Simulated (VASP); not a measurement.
Data:

```
CELL_PARAMETERS angstrom
      0.00000     2.39509     2.39509
      2.39509     0.00000     2.39509
      2.39509     2.39509     0.00000
ATOMIC_POSITIONS crystal
  Hf 0.00000 0.00000 0.00000
  B  0.50000 0.50000 0.50000
```

Method: PBEsol GGA, VASP's PBE PAW potentials (set 64) (plane waves; VASP). Run with 520 eV cut-off, 15×15×15 Γ-centred mesh, tetrahedra with Blöchl corrections, potentials Hf_pv B.

Unless said otherwise, spin-orbit coupling is left out, though it shifts the bands of the heavy elements here.

**Question.** Predict the energy per atom (σ→0), band gap (on the k-mesh) with the smallest direct gap where there is one.

**Answer.** 
```
Quantity                                                     Value
------------------------  ----------------------------------------
band gap (on the k-mesh)  none (metal, semimetal or under 0.01 eV)
energy per atom (σ→0)                               -9.204 eV/atom
```

Only differences to runs with the same potentials and settings are physical.

The structure was generated: HfB was put into the rock salt type (Fm-3m), which need not be its known phase. It was relaxed first, which changed the volume by -37 %. The electron count is odd and the run is not spin-polarised, which forces a metal.
